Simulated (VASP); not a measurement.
A convergence study with VASP on CdS (wurtzite): one setting is varied, all else stays as given below, so the limit is that of these other settings.

```
CELL_PARAMETERS angstrom
      2.07000    -3.58534     0.00000
      2.07000     3.58534     0.00000
      0.00000     0.00000     6.72000
ATOMIC_POSITIONS crystal
  Cd 0.66667 0.33333 0.50000
  Cd 0.33333 0.66667 0.00000
  S  0.66667 0.33333 0.87700
  S  0.33333 0.66667 0.37700
```

The numbers are results of LDA (Ceperley-Alder, Perdew-Zunger), VASP's LDA PAW potentials (set 64) (plane waves; VASP), not measurements. The tightest run used: 600 eV cut-off, 5×5×3 Γ-centred mesh, Gaussian smearing of 0.010 eV, potentials Cd S.

```tsv
setting	highest Γ mode (cm⁻¹)	plane waves
ENCUT = 200	284.7	648
ENCUT = 300	290.6	1188
ENCUT = 400	291.2	1822
```

Problem. These are the cheaper rows. Estimate the results at ENCUT = 600, and how far the last row shown lies from them.

Solution. 
```json
[
 {"quantity": "highest Γ mode (cm⁻¹)", "tightest run": "290.9", "last row shown is off by": "0.3"}
]
```

Left out are rungs that failed or repeat a setting and relaxations that didn't move; long series are thinned to 24 rows.

The compound is CdS in the wurtzite structure. The cell was not relaxed at this level.
